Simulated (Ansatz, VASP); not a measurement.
**Cross-check of RuS2 (Laurite) between VASP and Ansatz**

Wanted: the spread between two codes on one cell, functional and k mesh. The cell is taken from a series of runs on this material, whose earlier steps may have relaxed, scaled, displaced or heated it; both programs get it as it stands.

Calculated with Ansatz 0.2.0; plane waves, with VASP 6.6.1 beside it; single point at PBE.

### Step 1. Starting point

Symmetry: Pa-3, No. 205, cubic system. Conventional cell: a = 5.611 Å, b = 5.611 Å, c = 5.611 Å, α = 90.00°, β = 90.00°, γ = 90.00°. Ru has 6 S at 2.35 Å nearest. Nearest to S lie 1 S at 2.17 Å and 3 Ru at 2.35 Å. Farther neighbours and most contacts between anions are not listed.

### Step 2. Ansatz: single point, PBE

Ansatz runs on its default PAW (the set named soft_2) files.

With cell and atoms fixed, the geometry can't cause a difference; cores, projectors, grids and the points listed under the comparison can.

Input file input.yaml:

```yaml
crystal:
  lattice:
    - [5.6106, 0.0, 0.0]
    - [0.0, 5.6106, 0.0]
    - [0.0, 0.0, 5.6106]
  atoms:
    - { symbol: Ru, position: [0.0, 0.5, 0.5] }
    - { symbol: Ru, position: [0.5, 0.5, 0.0] }
    - { symbol: Ru, position: [0.5, 0.0, 0.5] }
    - { symbol: Ru, position: [0.0, 0.0, 0.0] }
    - { symbol: S, position: [0.38831, 0.11169, 0.88831] }
    - { symbol: S, position: [0.11169, 0.88831, 0.38831] }
    - { symbol: S, position: [0.88831, 0.38831, 0.11169] }
    - { symbol: S, position: [0.61169, 0.61169, 0.61169] }
    - { symbol: S, position: [0.61169, 0.88831, 0.11169] }
    - { symbol: S, position: [0.88831, 0.11169, 0.61169] }
    - { symbol: S, position: [0.11169, 0.61169, 0.88831] }
    - { symbol: S, position: [0.38831, 0.38831, 0.38831] }
kpoints:
  mp_grid: { grid: [4, 4, 4] }
  band_path:
    path:
      - [[0.0, 0.0, 0.0], [0.0, 0.5, 0.0], [0.5, 0.5, 0.0], [0.0, 0.0, 0.0], [0.5, 0.5, 0.5], [0.0, 0.5, 0.0]]
      - [[0.5, 0.5, 0.0], [0.5, 0.5, 0.5]]
    npoints: 10
scf:
  occupations: { method: fermi_dirac, width: 0.05 }
  n_extra_bands: 16
hamiltonian:
  xc: pbe
  pseudopotentials: { kind: paw }
output:
  forces: true
  stress: true
  populations: true
  write_bands: true
```

Started as:

```bash
ansatz run input.yaml --threads 4 --pin off --max-ram 8192MiB --backend cpu --events-out ev --progress --plain --runs-dir out
```

Numbers of over 12 decimals in the logs are rounded to 6 here.

Output:

```text
scf.n_extra_bands = 16 over 56 filled bands (N_el = 112.0): the run solves 72 bands
Engine: ansatz 0.2.0, aarch64-unknown-linux-gnu
Pseudopotentials: kind: paw
Pseudopotential: Ru, paw, valence charge 16, recommended cutoff 420 eV (normal), Ru.paw.azcp
Pseudopotential: S, paw, valence charge 6, recommended cutoff 420 eV (normal), S.paw.azcp
Functional definition: PBE
  parameter kappa = 0.804
  parameter beta = 0.066725
  exchange = pbe_x(kappa = kappa, mu = beta*pi^2/3)
  correlation = pbe_c(beta = beta)
Crystal: 12 atoms, lattice volume = 176.615 Å³
Basis set: ecut = 420 eV, 3407 PW (Γ), exchange–correlation on 80×80×80 points (8 copies of the dense FFT grid, shifted against one another)
Bands: 72, of which v1, the nominal top of the filled ones, is band 56 counted from 1 (55 counted from 0)
Symmetry: 24 space group operations
Space group: Pa-3 (ITA 205), of the structure as read, at distance tolerance 5.6e-5 Å
k-points: 11 of 64
Non-local potential: Ru, projectors of the file, l = 0: 3, l = 1: 2, l = 2: 2, l = 3: 1
Non-local potential: S, projectors of the file, l = 0: 2, l = 1: 2, l = 2: 2
PAW form: soft (Blöchl's): semilocal exchange-correlation on the pseudo side does not see the compensation charge
PAW one-centre angular grid: Ru, 590 points (default); XC on 64 Gauss nodes
PAW one-centre angular grid: S, 110 points (default); XC on 64 Gauss nodes
Initial density: superposition of atomic densities (neutral atoms: chi_scale 0, normalization atom), corrected by the library's trained network
Initial wavefunctions: pseudopotential atomic-orbital guess
Functional: x = pbe(κ = 0.804, μ = 0.219515), c = pbe(β = 0.066725)
SCF iter   1: F=—  HF=-30737.952618 eV  |F-HF|=—  |Δ(HF+E_count)|=         —  Δρ=2.42e-3  dr2=9.19e-3  ethr=1.77e-3  ⟨swp⟩=6.9  Hψ=3163  notcnv=0  defer=14
preconditioner: auto → Resta (q_TF=auto, 2.529 Å⁻¹)  ε∞=8.2  [insulator: Δε(μ)=0.777 eV  Ē_g=9.292 eV  σ=0.050 eV  W_gap=1.00  n_scr=56 (ndim 8)  ℏωp=25.0 eV  f_vac=0.000  D(μ)=0.00/eV (n_scr^D=0)  ε∞_Penn≈8.2]
SCF iter   2: F=—  HF=-30737.950402 eV  |F-HF|=—  |Δ(HF+E_count)|=   2.22e-3  Δρ=1.28e-3  dr2=1.66e-3  ethr=8.21e-6  ⟨swp⟩=2.0  Hψ=1519  notcnv=0  defer=25
SCF iter   3: F=—  HF=-30737.951340 eV  |F-HF|=—  |Δ(HF+E_count)|=   9.38e-4  Δρ=2.29e-4  dr2=8.44e-5  ethr=1.48e-6  ⟨swp⟩=2.0  Hψ=993  notcnv=0  defer=25
SCF iter   4: F=—  HF=-30737.950508 eV  |F-HF|=—  |Δ(HF+E_count)|=   8.31e-4  Δρ=8.16e-5  dr2=1.07e-5  ethr=7.53e-8  ⟨swp⟩=2.4  Hψ=1054  notcnv=0  defer=25
iter 5 did not close the SCF: its close was put off for the readings that it lacked (scf_convergence_deferred on its scf_iter line)
SCF iter   5: F=-30737.950509 eV  HF=-30737.950509 eV  |F-HF|=2.84e-8  |Δ(HF+E_count)|=   5.10e-7  Δρ=7.73e-6  dr2=6.55e-8  ethr=9.59e-9  ⟨swp⟩=2.0  Hψ=1050  notcnv=0  defer=25
SCF iter   6: F=-30737.950509 eV  HF=-30737.950509 eV  |F-HF|=1.46e-9  |Δ(HF+E_count)|=   4.39e-8  Δρ=1.56e-6  dr2=2.52e-9  ethr=5.85e-11  ⟨swp⟩=7.7  Hψ=3551  notcnv=0
SCF 1 converged in 6 iterations: F = -30737.950509 eV  dr2 = 2.52e-9
  greatest PAW one-centre occupation: 0.998 electrons in one spin orbital (limit 2), on the Ru atom at site 1 (counted from 0), in its partial waves of l = 0
NSCF: frozen V_eff on 62 k-points
SCF converged after 6 iterations
Free energy (F): -30737.950509 eV
Harris-Foulkes:  -30737.950509 eV  (|F-HF|=1.46e-9)
Internal energy: -30737.950437 eV  (E = F + TS)
E sigma→0 (E₀):  -30737.950473 eV
Entropy (-TS):   -0.000072 eV (-0.006 meV/atom)
Fermi energy:    13.849882 eV
--- Per-component energies (eV) ---
  E_band       = -491.133486
  E_kinetic    = 2936.422267
  E_local      = -8130.836800  (includes V_loc(G=0)·N_el)
  E_nonlocal   = 1602.414958
  E_hartree    = 2849.428749
  E_xc         = -1546.974409
  E_vxc        = -1668.110537  (∫ρ·V_xc dr)
  E_paw        = -18648.001630  (= ΣΔE_a)
  E_vpaw       = -929.879342  (= ΣTr[D̂ρ^β])
  E_aug_tail   = -0.000730  (compensation charges beyond the density's cutoff)
  E_ewald      = -9800.402842
  E_smearing   = -0.000072  (= −TS)
  E_closure    = 0.000000  (closes the sum)
  Σ components = -30737.950509   (vs F -30737.950509, Δ=0.00e0)
--- Forces (eV/Å), atoms counted from 1 ---
  atom   1  Ru     0.00000000     0.00000000     0.00000000
  atom   2  Ru    -0.00000000     0.00000000    -0.00000000
  atom   3  Ru     0.00000000    -0.00000000    -0.00000000
  atom   4  Ru     0.00000000    -0.00000000    -0.00000000
  atom   5  S     -0.14849480     0.14849480    -0.14849480
  atom   6  S      0.14849480    -0.14849480    -0.14849480
  atom   7  S     -0.14849480    -0.14849480     0.14849480
  atom   8  S      0.14849480     0.14849480     0.14849480
  atom   9  S      0.14849480    -0.14849480     0.14849480
  atom  10  S     -0.14849480     0.14849480     0.14849480
  atom  11  S      0.14849480     0.14849480    -0.14849480
  atom  12  S     -0.14849480    -0.14849480    -0.14849480
  max |Σ_I F_I| component: 1.11e-16 eV/Å
--- Stress (GPa, compression-positive) ---
        3.722628      -0.000000       0.000000
       -0.000000       3.722628       0.000000
        0.000000       0.000000       3.722628
  P = ⅓ Tr σ = 3.7226 GPa (37.226 kbar)
--- Band table (eV; the first three rows and the last of 11) ---
  k-point 0: bands = [... 52 lower, 12.8689, 12.8689, 12.8689, 13.1845, 14.1490, 16.0229, 16.0229, 16.0229, ... 12 higher]
  k-point 1: bands = [... 52 lower, 12.8455, 12.9624, 13.1439, 13.2462, 14.7956, 15.6224, 15.8979, 16.0262, ... 12 higher]
  k-point 2: bands = [... 52 lower, 13.1189, 13.1189, 13.3960, 13.3960, 15.4885, 15.4885, 15.7442, 15.7442, ... 12 higher]
  k-point 10: bands = [... 52 lower, 12.7276, 12.7276, 12.7276, 12.7276, 15.6833, 15.6833, 15.6833, 15.6833, ... 12 higher]
--- Löwdin populations: 12 sites ---
  site symbol       q [e]
     0     Ru     15.9179
     1     Ru     15.9179
     2     Ru     15.9179
     3     Ru     15.9179
     4      S      5.9044
     5      S      5.9044
     6      S      5.9044
     7      S      5.9044
     8      S      5.9044
     9      S      5.9044
    10      S      5.9044
    11      S      5.9044
  spilling = 0.009757 (of n_electrons = 112.000000)
```

### Step 3. VASP: single point, PBE

The same cell, functional, mesh and smearing now go to VASP, with its own data sets.

Lines of VASP's logs that name or quote its potential files are left out, and so is its time.

Input file INCAR:

```
SYSTEM = RuS2
PREC = Accurate
ENCUT = 500
EDIFF = 1E-06
NELM = 120
ISMEAR = -1
SIGMA = 0.05
LREAL = .FALSE.
ALGO = Normal
GGA = PE
NBANDS = 64
LASPH = .TRUE.
LORBIT = 11
LWAVE = .FALSE.
LCHARG = .FALSE.
ISIF = 2
GGA_COMPAT = .FALSE.
EFERMI = MIDGAP
KPAR = 2
```

Input file POSCAR:

```
RuS2
1.0
    5.6106000000      0.0000000000      0.0000000000
    0.0000000000      5.6106000000      0.0000000000
    0.0000000000      0.0000000000      5.6106000000
Ru S
4 8
Direct
    0.0000000000      0.5000000000      0.5000000000
    0.5000000000      0.5000000000      0.0000000000
    0.5000000000      0.0000000000      0.5000000000
    0.0000000000      0.0000000000      0.0000000000
    0.3883100000      0.1116900000      0.8883100000
    0.1116900000      0.8883100000      0.3883100000
    0.8883100000      0.3883100000      0.1116900000
    0.6116900000      0.6116900000      0.6116900000
    0.6116900000      0.8883100000      0.1116900000
    0.8883100000      0.1116900000      0.6116900000
    0.1116900000      0.6116900000      0.8883100000
    0.3883100000      0.3883100000      0.3883100000
```

Input file KPOINTS:

```
Automatic mesh
0
Gamma
4 4 4
0 0 0
```

Potentials, in the order of the species: Ru_pv and S (PBE family, release 64).

Started as:

```bash
mpirun -np 2 vasp_std
```

Output:

```text
[banner, memory and clock lines left out]
running    2 mpi-ranks, on    1 nodes
 distrk:  each k-point on    1 cores,    2 groups
 distr:  one band on    1 cores,    1 groups

 POSCAR found type information on POSCAR RuS
 POSCAR found :  2 types and      12 ions
 LDA part: xc-table for (Slater+PW92), standard interpolation
 POSCAR, INCAR and KPOINTS ok, starting setup
 FFT: planning ... GRIDC
 FFT: planning ... GRID_SOFT
 FFT: planning ... GRID
 WAVECAR not read
 entering main loop
       N       E                     dE             d eps       ncg     rms          rms(c)
DAV:   2    -0.598733373796E+01   -0.99642E+03   -0.95994E+03  1560   0.418E+02
DAV:   3    -0.763015040934E+02   -0.70314E+02   -0.68600E+02  1744   0.101E+02
DAV:   4    -0.783296388996E+02   -0.20281E+01   -0.20154E+01  1624   0.170E+01
DAV:   5    -0.783713641818E+02   -0.41725E-01   -0.41705E-01  1720   0.248E+00    0.379E+01
DAV:   6    -0.772447240927E+02    0.11266E+01   -0.11049E+01  1520   0.181E+01    0.167E+01
DAV:   7    -0.768741720152E+02    0.37055E+00   -0.51093E+00  1520   0.132E+01    0.133E+01
DAV:   8    -0.765532902238E+02    0.32088E+00   -0.10663E+00  1456   0.607E+00    0.714E-01
DAV:   9    -0.765514212582E+02    0.18690E-02   -0.72602E-02  1568   0.106E+00    0.376E-01
DAV:  10    -0.765512704354E+02    0.15082E-03   -0.62322E-03  1536   0.389E-01    0.188E-01
DAV:  11    -0.765513845710E+02   -0.11414E-03   -0.89273E-04  1560   0.139E-01    0.728E-02
DAV:  12    -0.765514099388E+02   -0.25368E-04   -0.23958E-04  1536   0.795E-02    0.549E-02
DAV:  13    -0.765514071505E+02    0.27883E-05   -0.18283E-05  1568   0.253E-02    0.224E-02
DAV:  14    -0.765514057872E+02    0.13633E-05   -0.46830E-06  1136   0.106E-02    0.647E-03
DAV:  15    -0.765514052393E+02    0.54791E-06   -0.37647E-07   704   0.292E-03
   1 F= -.76551405E+02 E0= -.76551369E+02  d E =-.732752E-04
```

OUTCAR, selected parts (step 3):

```text
ion  position               nearest neighbor table
   1  0.000  0.500  0.500-   6 2.35   7 2.35   8 2.35  10 2.35  11 2.35  12 2.35
   2  0.500  0.500  0.000-   5 2.35   7 2.35   8 2.35   9 2.35  11 2.35  12 2.35
   3  0.500  0.000  0.500-   5 2.35   6 2.35   8 2.35   9 2.35  10 2.35  12 2.35
   4  0.000  0.000  0.000-   5 2.35   6 2.35   7 2.35   9 2.35  10 2.35  11 2.35
   5  0.388  0.112  0.888-   9 2.17   3 2.35   4 2.35   2 2.35
   6  0.112  0.888  0.388-  10 2.17   3 2.35   4 2.35   1 2.35
   7  0.888  0.388  0.112-  11 2.17   2 2.35   4 2.35   1 2.35
   8  0.612  0.612  0.612-  12 2.17   2 2.35   3 2.35   1 2.35
   9  0.612  0.888  0.112-   5 2.17   3 2.35   4 2.35   2 2.35
  10  0.888  0.112  0.612-   6 2.17   3 2.35   4 2.35   1 2.35
  11  0.112  0.612  0.888-   7 2.17   2 2.35   4 2.35   1 2.35
  12  0.388  0.388  0.388-   8 2.17   2 2.35   3 2.35   1 2.35

  LATTYP: Found a simple cubic cell.
 ALAT       =     5.6106000000

 Subroutine GETGRP returns: Found 24 space group operations
 (whereof  6 operations were pure point group operations)

The static configuration has the point symmetry S_6 .
 The point group associated with its full space group is T_h .

 Found     11 irreducible k-points:

   k-points           NKPTS =     11   k-points in BZ     NKDIM =     11   number of bands    NBANDS=     64

   dimension x,y,z NGX =    42 NGY =   42 NGZ =   42
   dimension x,y,z NGXF=    84 NGYF=   84 NGZF=   84

   ENCUT  =  500.0 eV  36.75 Ry    6.06 a.u.  10.23 10.23 10.23*2*pi/ulx,y,z

   NELECT =     104.0000    total number of electrons

 k-points in reciprocal lattice and weights: Automatic mesh
   0.00000000  0.00000000  0.00000000       0.016
   0.25000000  0.00000000  0.00000000       0.094
   0.50000000  0.00000000  0.00000000       0.047
   0.25000000  0.25000000  0.00000000       0.188
   0.50000000  0.25000000  0.00000000       0.094
  -0.25000000  0.50000000  0.00000000       0.094
   0.50000000  0.50000000  0.00000000       0.047
   0.25000000  0.25000000  0.25000000       0.125
   0.50000000  0.25000000  0.25000000       0.188
   0.50000000  0.50000000  0.25000000       0.094
   0.50000000  0.50000000  0.50000000       0.016

 average (electrostatic) potential at core
       1 -69.8599       2 -69.8599       3 -69.8599       4 -69.8599       5 -83.2916
       6 -83.2916       7 -83.2916       8 -83.2916       9 -83.2916      10 -83.2916
      11 -83.2916      12 -83.2916

 E-fermi :   9.4429

 k-point     1 :       0.0000    0.0000    0.0000
  band No.  band energies     occupation
    ...
     48       8.3723      2.00000
     49       8.4638      2.00000
     50       8.4638      2.00000
     51       8.4638      2.00000
     52       8.7784      2.00000
     53       9.7411      0.00513
     54      11.6088      0.00000
     55      11.6088      0.00000
     56      11.6088      0.00000
     57      11.7380      0.00000
    ...

 k-point     2 :       0.2500    0.0000    0.0000
  band No.  band energies     occupation
    ...
     48       8.4263      2.00000
     49       8.4407      2.00000
     50       8.5575      2.00000
     51       8.7389      2.00000
     52       8.8399      1.99999
     53      10.3896      0.00000
     54      11.2118      0.00000
     55      11.4873      0.00000
     56      11.6238      0.00000
     57      11.6631      0.00000
    ...

 k-point     3 :       0.5000    0.0000    0.0000
  band No.  band energies     occupation
    ...
     48       8.5502      2.00000
     49       8.7124      2.00000
     50       8.7124      2.00000
     51       8.9908      1.99976
     52       8.9908      1.99976
     53      11.0814      0.00000
     54      11.0814      0.00000
     55      11.3398      0.00000
     56      11.3398      0.00000
     57      12.2140      0.00000
    ...

  Total        3.7734134      3.7734134      3.7734134     -0.0000000      0.0000000      0.0000000
  in kB       34.2307999     34.2307999     34.2307999     -0.0000000      0.0000000      0.0000000
  external PRESSURE =      34.2307999 kB  Pullay stress =       0.0000000 kB

  energy-cutoff  :      500.00
  volume of cell :      176.62
      direct lattice vectors                 reciprocal lattice vectors
     5.610600000  0.000000000  0.000000000     0.178234057  0.000000000  0.000000000
     0.000000000  5.610600000  0.000000000     0.000000000  0.178234057  0.000000000
     0.000000000  0.000000000  5.610600000     0.000000000  0.000000000  0.178234057

 POSITION                                       TOTAL-FORCE (eV/Angst)
 -----------------------------------------------------------------------------------
      0.00000      2.80530      2.80530        -0.000000      0.000000      0.000000
      2.80530      2.80530      0.00000        -0.000000      0.000000      0.000000
      2.80530      0.00000      2.80530        -0.000000      0.000000      0.000000
      0.00000      0.00000      0.00000        -0.000000      0.000000      0.000000
      2.17865      0.62665      4.98395        -0.120735      0.120735     -0.120735
      0.62665      4.98395      2.17865         0.120735     -0.120735     -0.120735
      4.98395      2.17865      0.62665        -0.120735     -0.120735      0.120735
      3.43195      3.43195      3.43195         0.120735      0.120735      0.120735
      3.43195      4.98395      0.62665         0.120735     -0.120735      0.120735
      4.98395      0.62665      3.43195        -0.120735      0.120735      0.120735
      0.62665      3.43195      4.98395         0.120735      0.120735     -0.120735
      2.17865      2.17865      2.17865        -0.120735     -0.120735     -0.120735
 -----------------------------------------------------------------------------------
    total drift:                                0.000000     -0.000000     -0.000000

  FREE ENERGIE OF THE ION-ELECTRON SYSTEM (eV)
  ---------------------------------------------------
  free  energy   TOTEN  =       -76.5514052393 eV

  energy  without entropy=      -76.5513319641  energy(sigma->0) =      -76.55136860

 total charge
# of ion       s       p       d       tot
------------------------------------------
    1        0.331   6.310   6.135  12.776
    2        0.331   6.310   6.135  12.776
    3        0.331   6.310   6.135  12.776
    4        0.331   6.310   6.135  12.776
    5        1.342   2.302   0.000   3.644
    6        1.342   2.302   0.000   3.644
    7        1.342   2.302   0.000   3.644
    8        1.342   2.302   0.000   3.644
    9        1.342   2.302   0.000   3.644
   10        1.342   2.302   0.000   3.644
   11        1.342   2.302   0.000   3.644
   12        1.342   2.302   0.000   3.644
--------------------------------------------------
tot         12.060  43.653  24.541  80.254

[... 3 further parts left out ...]
```

This run has no spin polarisation, so a moment on Ru, if there is one, isn't seen.

### Step 4. Comparison

Known differences besides the potentials themselves: the data sets hold 112 valence electrons in Ansatz (on its default PAW (the set named soft_2) files) and 104 in VASP; the cutoff is 420 eV in Ansatz and 500 eV in VASP. Total energies have different zeros and are not compared.

Both answers:

```
              quantity  Ansatz   VASP  difference
        pressure (GPa)    3.72   3.42       +0.30
gap on the k mesh (eV)   0.753  0.750      +0.003
```

Forces on 7 of the 12 atoms, those with the largest forces and the largest differences (eV/Å; atoms numbered as in POSCAR):

```
atom          Ansatz x, y, z            VASP x, y, z
  S5   -0.148, 0.148, -0.148   -0.121, 0.121, -0.121
  S6   0.148, -0.148, -0.148   0.121, -0.121, -0.121
  S7   -0.148, -0.148, 0.148   -0.121, -0.121, 0.121
  S9    0.148, -0.148, 0.148    0.121, -0.121, 0.121
 S10    -0.148, 0.148, 0.148    -0.121, 0.121, 0.121
 S11    0.148, 0.148, -0.148    0.121, 0.121, -0.121
 S12  -0.148, -0.148, -0.148  -0.121, -0.121, -0.121
```

The forces differ by 23 meV/Å r.m.s., which is 23.0 % of the r.m.s. force of 0.099 eV/Å (both taken over all components). A gap on the mesh is an upper bound, since the band edges may lie between its points.

### Step 5. Further runs

Further runs change the set-up of one program: Ansatz's method, potentials or start, or VASP's data sets, cutoff or form of LDA. The table gives Ansatz less VASP for each quantity, since a change that brings one quantity closer may part another.

```
                                                       run  r.m.s. force difference (meV/Å)  pressure (GPa)  gap on the k mesh (eV)
                                                  as above                               23            0.30                  0.0028
VASP with the data sets Ru_sv and S and a cutoff of 600 eV                               21            0.44                  0.0033
```

### Step 6. Results

```yaml
r_m_s_force_difference_single_point_pbe: 23 meV/Å
```

**Reading.** The r.m.s. force difference is 23 meV/Å (single point, PBE), beyond the 12 meV/Å picked in this series as the mark of a large difference. The data sets hold unlike numbers of valence electrons (112 in Ansatz and 104 in VASP), so part of the differences comes from the potentials. Single point, PBE, VASP with the data sets Ru_sv and S and a cutoff of 600 eV: the difference in pressure goes from 0.30 to 0.44 GPa. Such differences can come from data sets, numerical settings and the points named under the comparisons, not from the functional's error against experiment.

[Lines on the potential files, build, host, timing and source positions are cut from VASP's logs without a mark.]

[Logs are printed without paths, hosts, clocks, repeated set-up lines and the standing remarks that a program may print on its own settings, such as how far it seeks lower states.]

[Hosts, paths, dates, database ids (printed as entryN), source tags and the programs' standing remarks are cut or masked in the printed files.]
